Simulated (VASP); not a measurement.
```xyz
4
Lattice="4.1512 0.0000 0.0000 -2.0756 3.5950 0.0000 0.0000 0.0000 6.8056" Properties=species:S:1:pos:R:3 pbc="T T T"
In     0.0000     2.3967     6.8056
In     2.0756     1.1983     3.4028
P      0.0000     2.3967     2.5521
P      2.0756     1.1983     5.9549
```

Computed with PBEsol GGA, VASP's PBE PAW potentials (set 64) (plane waves; VASP 6.6.1). Settings: 500 eV cut-off, 6×6×4 Γ-centred mesh, Gaussian smearing of 0.050 eV, potentials In_d P.

Unless said otherwise, spin-orbit coupling is left out, though it shifts the bands of the heavy elements here.

Q: Predict the energy per atom (σ→0), band gap (on the k-mesh) with the smallest direct gap where there is one.

A: 
The band gap (on the k-mesh) comes out as 0.64 eV. The smallest direct gap (on the k-mesh) comes out as 0.64 eV and the energy per atom (σ→0) comes out as -4.570 eV/atom.

Only differences to runs with the same potentials and settings are physical.

The structure was generated: InP was put into the wurtzite type (P6_3mc), which need not be its known phase. It was relaxed first, which changed the volume by +7 %.
